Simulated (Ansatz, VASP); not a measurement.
**Al3Cl in VASP and in Ansatz**

```
CELL_PARAMETERS angstrom
2.85676 0.00000 0.00000
-1.42838 2.47403 0.00000
0.00000 0.00000 20.10138
ATOMIC_POSITIONS crystal
Al 0.66667 0.33333 0.19899
Al 0.33333 0.66667 0.31345
Al 0.00000 0.00000 0.42790
Cl 0.16667 0.66667 0.51889
```

Alike in both runs: functional PBE; k mesh 9 × 9 × 1; occupations gaussian, width 0.1 eV; no spin polarisation.

Ansatz relaxed the structure, and its values are those at the end. VASP's run is a single point on that final structure, the one shown.

```csv
,VASP,Ansatz
version,VASP 6.6.1,Ansatz 0.2.0
potentials or method,"VASP PAW PBE potentials, release 64 (Al, Cl)","scalar-relativistic, plane waves, PAW"
plane-wave cutoff (eV),520,420
valence electrons in the cell,16,16
```

VASP gave:

| Quantity | Value |
| --- | --- |
| gap on the k mesh at the Fermi level (eV) | none |
| rms of the force components (eV/Å) | 0.129 |
| work function, face that differs most (eV) | 4.82 |

Q: Estimate Ansatz's values.

A: gap on the k mesh at the Fermi level (eV): none; rms of the force components (eV/Å): 0.132; work function, face that differs most (eV): 4.84.

A gap of «none» marks a metal or a gap that the smearing closes.
